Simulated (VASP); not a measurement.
Here is the system:

```
CELL_PARAMETERS angstrom
      3.48863     0.00000     0.00000
      0.00000     3.48863     0.00000
      0.00000     0.00000     3.48863
ATOMIC_POSITIONS crystal
  Si 0.00000 0.00000 0.00000
  Ni 0.00000 0.50000 0.50000
  Ni 0.50000 0.00000 0.50000
  Ni 0.50000 0.50000 0.00000
```

All values below come from rev-vdW-DF2, VASP's PBE PAW potentials (set 64) (plane waves; VASP 6.6.1). Settings: 520 eV cut-off, 10×10×10 Γ-centred mesh, tetrahedra with Blöchl corrections, potentials Si Ni.

The cores are frozen, which limits the accuracy of field gradients.

Q: Give the principal components of the electric field gradient (V/Å²) and the asymmetry η at each nucleus.

A: 
```csv
atom,Vxx,Vyy,Vzz,η
Si1,0.0,0.0,0.0,-
Ni2,21.8,21.8,-43.7,0.00
Ni3,21.8,21.8,-43.7,0.00
Ni4,21.8,21.8,-43.7,0.00
```

The compound is Ni3Si in the L1_2 structure. It was relaxed first. The run is not spin-polarised, so no magnetic state was tried.
